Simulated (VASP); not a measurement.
```yaml
crystal:
  lattice:
    - [5.22000, 2.61000, 2.61000]
    - [2.61000, 5.22000, 2.61000]
    - [2.61000, 2.61000, 5.22000]
  atoms:
    - { symbol: Mn, position: [0.00000, 0.00000, 0.00000], spin: 5.0 }
    - { symbol: Mn, position: [0.50000, 0.50000, 0.50000], spin: -5.0 }
    - { symbol: S, position: [0.25000, 0.25000, 0.25000] }
    - { symbol: S, position: [0.75000, 0.75000, 0.75000] }
```

Computed with PBE GGA, VASP's PBE PAW potentials (set 64) (plane waves; VASP 6.6.1). Numerical set-up: 400 eV cut-off, KSPACING 0.4 per Å, Gaussian smearing of 0.050 eV, potentials Mn_pv S.

Give the stress tensor in GPa (positive for a compressed cell).

```
-4.02  -0.25  -0.25
-0.25  -4.02  -0.25
-0.25  -0.25  -4.02
```
The pressure is its mean diagonal, -4.02 GPa.

The compound is MnS in the rock salt, AFM-II order structure. The cell was not relaxed at this level. The run is one of a series of settings (KGAMMA = .TRUE., KSPACING = 0.4, KPOINTS file removed against the base run), some of them coarse on purpose.
